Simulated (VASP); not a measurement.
Consider the following.

```xyz
3
Lattice="-1.5947 1.5947 3.9081 1.5947 -1.5947 3.9081 1.5947 1.5947 -3.9081" Properties=species:S:1:pos:R:3 pbc="T T T"
Si     1.5947     1.5947     1.2933
Si     0.0000     0.0000     2.6148
Mo     1.5947     1.5947    -3.9081
```

All values below come from PBE GGA with D3 dispersion (zero damping), VASP's PBE PAW potentials (set 64) (plane waves; VASP). Settings: 520 eV cut-off, Gaussian smearing of 0.050 eV, potentials Si Mo_sv.

Q: Give the energies of bands 6 to 14 at the high-symmetry points, in eV from the Fermi level.

A: 
```csv
band,Γ,X,P,N,M,S,R
6,-6.44,-6.76,-6.33,-9.55,-10.13,-9.01,-7.88
7,-3.40,-5.70,-6.33,-4.98,-3.58,-6.85,-5.59
8,-3.09,-5.21,-6.21,-4.51,-2.24,-2.81,-4.49
9,-2.65,-4.49,-2.74,-2.61,-0.58,-2.49,-3.83
10,-2.65,-3.09,-2.08,-2.59,-0.58,-2.30,-2.96
11,0.39,-1.19,-2.08,-0.51,-0.48,-0.41,-1.78
12,3.14,2.37,0.32,2.31,-0.48,1.55,1.81
13,3.21,2.79,2.37,3.11,0.53,3.04,2.05
14,3.59,3.16,4.05,4.16,4.76,3.65,2.66
```

It has no gap at this level: it comes out as a metal or semimetal.

The compound is MoSi2 in the MoSi2 type structure. It was relaxed first.
